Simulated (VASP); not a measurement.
OSZICAR of a VASP run on Ni (fcc):

### OSZICAR
```
       N       E                     dE             d eps       ncg     rms          rms(c)
DAV:   1     0.153317265769E+02    0.15332E+02   -0.47293E+03  5316   0.139E+03
DAV:   2    -0.138549340531E+02   -0.29187E+02   -0.28181E+02  5303   0.168E+02
DAV:   3    -0.143015640791E+02   -0.44663E+00   -0.44561E+00  6055   0.283E+01
DAV:   4    -0.143062535999E+02   -0.46895E-02   -0.46888E-02  6209   0.247E+00
DAV:   5    -0.143063734933E+02   -0.11989E-03   -0.11989E-03  6014   0.333E-01    0.106E+01
DAV:   6    -0.125892521744E+02    0.17171E+01   -0.30114E+01  5518   0.919E+01    0.921E+00
DAV:   7    -0.119396224567E+02    0.64963E+00   -0.80674E+00  5555   0.393E+01    0.228E+00
DAV:   8    -0.119446532541E+02   -0.50308E-02   -0.57695E-02  5306   0.296E+00    0.165E+00
DAV:   9    -0.119344944127E+02    0.10159E-01   -0.69985E-02  5690   0.398E+00    0.516E-01
DAV:  10    -0.119359000904E+02   -0.14057E-02   -0.23944E-02  6266   0.210E+00    0.172E-01
DAV:  11    -0.119358147763E+02    0.85314E-04   -0.49911E-03  5491   0.111E+00    0.873E-02
DAV:  12    -0.119358466338E+02   -0.31858E-04   -0.60639E-04  5808   0.404E-01    0.273E-02
DAV:  13    -0.119358515524E+02   -0.49186E-05   -0.21987E-05  6617   0.590E-02    0.161E-02
DAV:  14    -0.119358549718E+02   -0.34194E-05   -0.61152E-06  4479   0.251E-02    0.185E-03
DAV:  15    -0.119358555688E+02   -0.59703E-06   -0.39765E-07  2719   0.862E-03
   1 F= -.11935856E+02 E0= -.11936022E+02  d E =-.119359E+02  mag=     0.7640
       N       E                     dE             d eps       ncg     rms          rms(c)
DAV:   1    -0.127006881514E+02   -0.76483E+00   -0.12344E+01  5471   0.595E+01    0.741E+00
DAV:   2    -0.121015551661E+02    0.59913E+00   -0.10478E+01  5524   0.531E+01    0.407E+00
DAV:   3    -0.119499897872E+02    0.15157E+00   -0.18143E+00  5610   0.203E+01    0.149E+00
DAV:   4    -0.119391377895E+02    0.10852E-01   -0.36574E-02  6074   0.187E+00    0.603E-01
DAV:   5    -0.119353147984E+02    0.38230E-02   -0.61036E-03  6970   0.717E-01    0.221E-01
DAV:   6    -0.119354181167E+02   -0.10332E-03   -0.14631E-03  5884   0.665E-01    0.111E-01
DAV:   7    -0.119354971151E+02   -0.78998E-04   -0.29677E-04  5267   0.171E-01    0.514E-02
DAV:   8    -0.119354999140E+02   -0.27990E-05   -0.11582E-04  5869   0.135E-01    0.145E-02
DAV:   9    -0.119355004791E+02   -0.56506E-06   -0.13107E-05  5227   0.492E-02    0.573E-03
DAV:  10    -0.119355026654E+02   -0.21863E-05   -0.26436E-06  2740   0.227E-02    0.228E-03
DAV:  11    -0.119355022705E+02    0.39495E-06   -0.80049E-07  2632   0.122E-02
   2 F= -.11935502E+02 E0= -.11935746E+02  d E =0.353298E-03  mag=     0.7365
       N       E                     dE             d eps       ncg     rms          rms(c)
DAV:   1    -0.121438803214E+02   -0.20838E+00   -0.32957E+00  5457   0.323E+01    0.379E+00
DAV:   2    -0.119942076506E+02    0.14967E+00   -0.30746E+00  5536   0.261E+01    0.216E+00
DAV:   3    -0.119459011826E+02    0.48306E-01   -0.50717E-01  5605   0.112E+01    0.755E-01
DAV:   4    -0.119439436725E+02    0.19575E-02   -0.13461E-02  6060   0.102E+00    0.325E-01
DAV:   5    -0.119433561677E+02    0.58750E-03   -0.22750E-03  6485   0.622E-01    0.123E-01
DAV:   6    -0.119434150380E+02   -0.58870E-04   -0.13076E-04  6557   0.133E-01    0.875E-02
DAV:   7    -0.119434524537E+02   -0.37416E-04   -0.35696E-05  6220   0.774E-02    0.276E-02
DAV:   8    -0.119434645896E+02   -0.12136E-04   -0.52215E-05  5380   0.914E-02    0.740E-03
DAV:   9    -0.119434671113E+02   -0.25218E-05   -0.11587E-06  2887   0.148E-02    0.285E-03
DAV:  10    -0.119434667816E+02    0.32969E-06   -0.16198E-07  2620   0.461E-03
   3 F= -.11943467E+02 E0= -.11943660E+02  d E =-.761121E-02  mag=     0.7523
```

Q: Which electronic solver shows in the log?

A: It is blocked Davidson (ALGO = Normal, or the opening steps of other solvers). The INCAR had ALGO = Normal.

Q: How was spin treated?

A: Collinear spin (ISPIN = 2): the summary line carries one mag value, 0.75 μB in the cell.

Q: Can the final energy be trusted as converged?

A: The run converged. It stopped with EDIFF = 1E-6, NELM = 100, NSW = 60 and EDIFFG = -0.01 after 3 ionic steps (r2SCAN meta-GGA, plane waves, VASP's PBE PAW potentials (set 64)). Energy and stress use the plane-wave basis of the starting cell.

The compound is Ni in the fcc structure. This run relaxes it. Symmetry was kept, so distortions that lower it aren't found.
